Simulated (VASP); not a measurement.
```
VSi2
1.0
    4.23018     0.00000     0.00000
   -2.11509     3.66345     0.00000
    0.00000     0.00000     4.58028
V Si
1 2
Direct
  0.00680   0.01574   0.99744
  0.32793   0.66655   0.49282
  0.66527   0.31771   0.50974
```
Starting moments (μB, in the order of the record's atoms V Si Si): 2.0 0.0 0.0.

Method: PBE GGA, VASP's PBE PAW potentials (set 64) (plane waves; VASP 6.6.1). Run with 300 eV cut-off, 4×4×3 Γ-centred mesh, Fermi-Dirac smearing of 0.10 eV, potentials V_sv Si.

At this cut-off the stress carries a Pulay error, which pulls relaxed volumes low.

Q: Give the force on each atom (eV/Å).

A: 
```tsv
atom	Fx	Fy	Fz
V1	-0.011	0.114	-0.026
Si2	0.291	-0.428	-0.002
Si3	-0.280	0.314	0.028
```

Q: Give the stress tensor in GPa (positive for a compressed cell).

A: 
```
-11.97    0.80   -0.03
  0.80   -9.75    0.04
 -0.03    0.04  -14.99
```
The pressure is its mean diagonal, -12.24 GPa.

The structure was generated: VSi2 was put into an ordered model structure, which need not be its known phase. The cell was not relaxed at this level, atoms are displaced from their ideal sites. The k-mesh is coarse (spacing up to 0.46 per Å, 2π included), so the numbers may not be converged in it.
